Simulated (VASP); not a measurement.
Output of a VASP run:

File OSZICAR:
```
       N       E                     dE             d eps       ncg     rms          rms(c)
DAV:   1     0.155471069043E+03    0.15547E+03   -0.98053E+03  2496   0.188E+03
DAV:   2    -0.102684235375E+02   -0.16574E+03   -0.15845E+03  2604   0.450E+02
DAV:   3    -0.239847049370E+02   -0.13716E+02   -0.13257E+02  3032   0.126E+02
DAV:   4    -0.246975129570E+02   -0.71281E+00   -0.71089E+00  3428   0.271E+01
DAV:   5    -0.247189695328E+02   -0.21457E-01   -0.21454E-01  3236   0.417E+00    0.194E+01
DAV:   6    -0.198432404473E+02    0.48757E+01   -0.30467E+01  3040   0.732E+01    0.662E+00
DAV:   7    -0.196219536024E+02    0.22129E+00   -0.31626E+00  2876   0.239E+01    0.533E+00
DAV:   8    -0.196523804331E+02   -0.30427E-01   -0.76048E-01  2716   0.130E+01    0.294E+00
DAV:   9    -0.196046969028E+02    0.47684E-01   -0.12404E-01  2720   0.572E+00    0.120E+00
DAV:  10    -0.196002883722E+02    0.44085E-02   -0.63752E-02  2716   0.394E+00    0.490E-01
DAV:  11    -0.195990824428E+02    0.12059E-02   -0.54193E-03  2760   0.116E+00    0.141E-01
DAV:  12    -0.195989713449E+02    0.11110E-03   -0.79138E-04  3264   0.446E-01    0.309E-02
DAV:  13    -0.195989734168E+02   -0.20720E-05   -0.65774E-05  3072   0.112E-01    0.937E-03
DAV:  14    -0.195989734273E+02   -0.10514E-07   -0.39016E-06  2812   0.263E-02    0.243E-03
DAV:  15    -0.195989735011E+02   -0.73746E-07   -0.31104E-07  2576   0.648E-03
   1 F= -.19598974E+02 E0= -.19598843E+02  d E =-.391995E-03
```

**OUTCAR**
```
------------------------ aborting loop because EDIFF is reached ----------------------------------------
  FORCE on cell =-STRESS in cart. coord.  units (eV):
  Direction    XX          YY          ZZ          XY          YZ          ZX
  --------------------------------------------------------------------------------------
  Total        1.5747782      1.5747782      1.5747782      0.0000000     -0.0000000      0.0000000
  in kB      137.6848136    137.6848136    137.6848136      0.0000000     -0.0000000      0.0000000
  external PRESSURE =     137.6848136 kB  Pullay stress =       0.0000000 kB
  volume of cell :       18.32
      direct lattice vectors                 reciprocal lattice vectors
     0.000000000  2.092528192  2.092528192    -0.238945407  0.238945407  0.238945407
     2.092528192  0.000000000  2.092528192     0.238945407 -0.238945407  0.238945407
     2.092528192  2.092528192  0.000000000     0.238945407  0.238945407 -0.238945407
 POSITION                                       TOTAL-FORCE (eV/Angst)
 -----------------------------------------------------------------------------------
      0.00000      0.00000      0.00000        -0.000000      0.000000      0.000000
      2.09253      2.09253      2.09253         0.000000     -0.000000     -0.000000
 -----------------------------------------------------------------------------------
    total drift:                                0.000000     -0.000000     -0.000000
  FREE ENERGIE OF THE ION-ELECTRON SYSTEM (eV)
  ---------------------------------------------------
  free  energy   TOTEN  =       -19.5989735011 eV

  energy  without entropy=      -19.5985815057  energy(sigma->0) =      -19.59884284
```
(Selected blocks of OUTCAR.)

**POSCAR**
```
TiN
1
    0.0000000000     2.0925281918     2.0925281918
    2.0925281918     0.0000000000     2.0925281918
    2.0925281918     2.0925281918     0.0000000000
Ti N
1 1
Direct
  0.0000000000   0.0000000000   0.0000000000
  0.5000000000   0.5000000000   0.5000000000
```

**Question.** Write an INCAR and KPOINTS that could have produced this output.

**Answer.** One answer among several that fit: the input of the run itself, PBE GGA, plane waves, VASP's PBE PAW potentials (set 64).

KPOINTS:
```
Automatic mesh
0
Gamma
14 14 14
0 0 0
```

INCAR:
```
! general
SYSTEM  = TiN
PREC    = Accurate
ENCUT   = 600   ! plane-wave cut-off (eV)
LREAL   = .FALSE.   ! projection in real space or not
LASPH   = .TRUE.

! electronic loop
EDIFF   = 1E-7
NELM    = 100   ! most electronic steps
ALGO    = Normal   ! blocked Davidson
LMAXMIX = 4

! smearing
ISMEAR  = 1
SIGMA   = 0.1   ! width (eV)

! functional
GGA     = PE   ! PBE

! ions
ISIF    = 2   ! forces and stress, cell fixed

! output
LWAVE   = .FALSE.
LCHARG  = .FALSE.
```

POTCAR, in this order: Ti_sv N (PBE.64 set). Program: vasp_std.

The compound is TiN in the rock salt structure. This cell was strained or had an atom moved on purpose. The electron count is odd and the run is not spin-polarised, which forces a metal.
